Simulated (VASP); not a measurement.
## A VASP 6.6.1 relaxation on Sr2C

INCAR

```
NBANDS = 19
LREAL = .FALSE.
LWAVE = .FALSE.
ISMEAR = -1
EDIFF = 1E-7
LCHARG = .FALSE.
NELM = 120
PSTRESS = 100
IBRION = 2
EDIFFG = -5E-3
LASPH = .TRUE.
GGA = CA
PREC = Accurate
ENCUT = 600
SIGMA = 0.02
NSW = 40
ISIF = 3
```

KPOINTS

```
KPOINTS created by Atomic Simulation Environment
0
Gamma
6 6 6
0 0 0
```

POSCAR

```
C  Sr
 1.0000000000000000
     0.0000000000000000    3.3700852212401462    3.3700852212401462
     3.3700852212401462    0.0000000000000000    3.3700852212401462
     3.3700852212401462    3.3700852212401462    0.0000000000000000
 C   Sr
   1   2
Cartesian
  0.0000000000000000 -0.0000000000000000 -0.0000000000000000
  1.6850426106200731  1.6850426106200731  1.6850426106200731
  5.0551278318602195  5.0551278318602195  5.0551278318602195
```

The recommended LDA PAW datasets give the neutral cell 24 valence electrons.

Command

```
mpirun -np 1 vasp_std
```

OSZICAR

```
N       E                     dE             d eps       ncg     rms          rms(c)
DAV:   1     0.127620470568E+03    0.12762E+03   -0.12843E+04   608   0.129E+03
DAV:   2    -0.452888908938E+01   -0.13215E+03   -0.12905E+03   700   0.267E+02
DAV:   3    -0.153974449848E+02   -0.10869E+02   -0.10813E+02  1061   0.589E+01
DAV:   4    -0.156384590873E+02   -0.24101E+00   -0.24076E+00   836   0.842E+00
DAV:   5    -0.156440758559E+02   -0.56168E-02   -0.56166E-02   953   0.944E-01    0.196E+01
DAV:   6    -0.128619841661E+02    0.27821E+01   -0.36458E+01   737   0.137E+01    0.239E+01
DAV:   7    -0.123637141855E+02    0.49827E+00   -0.41947E+00   755   0.514E+00    0.137E+01
DAV:   8    -0.122659932562E+02    0.97721E-01   -0.51920E-01   722   0.304E+00    0.863E-01
DAV:   9    -0.122591158917E+02    0.68774E-02   -0.90548E-02   865   0.658E-01    0.552E-01
DAV:  10    -0.122589709984E+02    0.14489E-03   -0.57019E-03   910   0.221E-01    0.292E-01
...
DAV:   3    -0.120618394490E+02    0.20189E+00   -0.50132E-01  1080   0.372E+00    0.393E+00
DAV:   4    -0.120537973215E+02    0.80421E-02   -0.16692E-01   941   0.140E+00    0.234E+00
DAV:   5    -0.120555571915E+02   -0.17599E-02   -0.55429E-02  1099   0.911E-01    0.136E+00
DAV:   6    -0.120611377126E+02   -0.55805E-02   -0.41094E-02  1028   0.951E-01    0.263E-01
DAV:   7    -0.120608602676E+02    0.27745E-03   -0.12747E-03   988   0.191E-01    0.688E-02
DAV:   8    -0.120608880754E+02   -0.27808E-04   -0.17379E-04   770   0.779E-02    0.306E-02
DAV:   9    -0.120608830450E+02    0.50304E-05   -0.24759E-05   716   0.204E-02    0.223E-02
DAV:  10    -0.120608819377E+02    0.11073E-05   -0.61742E-06  1049   0.145E-02    0.133E-03
DAV:  11    -0.120608819548E+02   -0.17086E-07   -0.22376E-07   591   0.239E-03
   3 F= -.83611186E+01 E0= -.83604475E+01  d E =-.880224E+00
```

From OUTCAR

```
k-points           NKPTS =     16   k-points in BZ     NKDIM =     16   number of bands    NBANDS=     19

   NELECT =      24.0000    total number of electrons

   dimension x,y,z NGX =    40 NGY =   40 NGZ =   40
   dimension x,y,z NGXF=    80 NGYF=   80 NGZF=   80

  energy-cutoff  :      600.00
  volume of cell :       59.28
      direct lattice vectors                 reciprocal lattice vectors
    -0.000000000  3.094697314  3.094697314    -0.161566689  0.161566689  0.161566689
     3.094697314 -0.000000000  3.094697314     0.161566689 -0.161566689  0.161566689
     3.094697314  3.094697314  0.000000000     0.161566689  0.161566689 -0.161566689

 k-points in reciprocal lattice and weights: KPOINTS created by Atomic Simulation Env
   0.00000000  0.00000000  0.00000000       0.005
   0.16666667  0.00000000  0.00000000       0.037
   0.33333333  0.00000000  0.00000000       0.037
   0.50000000  0.00000000  0.00000000       0.019
   0.16666667  0.16666667  0.00000000       0.028
   0.33333333  0.16666667  0.00000000       0.111
   0.50000000  0.16666667  0.00000000       0.111
  -0.33333333  0.16666667  0.00000000       0.111
   ...

 E-fermi :   4.1433

 k-point     1 :       0.0000    0.0000    0.0000
  band No.  band energies     occupation
      1     -30.8156      2.00000
      2     -30.1447      2.00000
      3     -13.3090      2.00000
      4     -13.3090      2.00000
      5     -13.3090      2.00000
      6     -12.0924      2.00000
      7     -12.0924      2.00000
      8     -12.0924      2.00000
      9      -4.4293      2.00000
     10       1.9587      2.00000
     11       1.9587      2.00000
     12       1.9587      2.00000
     13       4.7401      0.00000
     14       5.0200      0.00000
     15       5.0200      0.00000
     16      10.2690      0.00000
     17      10.2690      0.00000
     18      10.2690      0.00000
     19      13.2356      0.00000

 k-point     2 :       0.1667    0.0000    0.0000
  band No.  band energies     occupation
      1     -30.7696      2.00000
      2     -30.1885      2.00000
      3     -13.2820      2.00000
      4     -13.2484      2.00000
      5     -13.2484      2.00000
      6     -12.2707      2.00000
      7     -12.1991      2.00000
      8     -12.1991      2.00000
      9      -4.1751      2.00000
     10       1.8253      2.00000
     11       2.2230      2.00000
     12       2.2230      2.00000
     13       5.3968      0.00000
     14       5.3968      0.00000
     15       5.7974      0.00000
     16       9.0716      0.00000
     17      10.0283      0.00000
     18      10.0283      0.00000
     19      13.0870      0.00000

 k-point     3 :       0.3333    0.0000    0.0000
  band No.  band energies     occupation
      1     -30.6447      2.00000
      2     -30.3091      2.00000
      3     -13.1895      2.00000
      4     -13.0699      2.00000
      5     -13.0699      2.00000
      6     -12.6414      2.00000
      7     -12.4684      2.00000
      8     -12.4684      2.00000
      9      -3.7360      2.00000
     10       2.1935      2.00000
     11       2.8604      2.00000
     12       2.8604      2.00000
     13       6.3766      0.00000
     14       6.3766      0.00000
     15       6.5616      0.00000
     16       9.0030      0.00000
     17       9.2731      0.00000
     18       9.2731      0.00000
     19      11.0937      0.00000

 ...

  Total        3.7026548      3.7026548      3.7026548     -0.0000000      0.0000000     -0.0000000
  in kB      100.0781526    100.0781526    100.0781526     -0.0000000      0.0000000     -0.0000000
  external PRESSURE =       0.0781526 kB  Pullay stress =     100.0000000 kB

 POSITION                                       TOTAL-FORCE (eV/Angst)
 -----------------------------------------------------------------------------------
      0.00000      0.00000      0.00000         0.000000      0.000000     -0.000000
      1.54735      1.54735      1.54735        -0.000000      0.000000      0.000000
      4.64205      4.64205      4.64205         0.000000     -0.000000     -0.000000
 -----------------------------------------------------------------------------------
    total drift:                                0.000000     -0.000000      0.000000

  FREE ENERGIE OF THE ION-ELECTRON SYSTEM (eV)
  ---------------------------------------------------
  free  energy   TOTEN  =       -12.0608819548 eV

  energy  without entropy=      -12.0595396791  energy(sigma->0) =      -12.06021082
```

```json
{"ionic step": "1", "ΔH (meV/atom)": "0.0", "volume (Å³)": "76.55", "largest force (eV/Å)": "0.000", "pressure (GPa)": "-3.54", "electronic steps": "15"}
{"ionic step": "2", "ΔH (meV/atom)": "-263.9", "volume (Å³)": "55.06", "largest force (eV/Å)": "0.000", "pressure (GPa)": "17.10", "electronic steps": "12"}
{"ionic step": "3", "ΔH (meV/atom)": "-293.4", "volume (Å³)": "59.28", "largest force (eV/Å)": "0.000", "pressure (GPa)": "10.01", "electronic steps": "11"}
```

It converged. Results: relaxed cell vector lengths 4.377, 4.377, 4.377 Å; relaxed cell volume 59.28 Å³.

 The volume moved far on the plane waves of the start cell, so a restart from CONTCAR is due.

For comparison, a separate LDA relaxation on usual settings, not on those above, ends at 69.61 Å³.

The run above took about 1.7 min on one core of a shared host (Intel Xeon Platinum 8488C) and held 0.21 GiB at most.
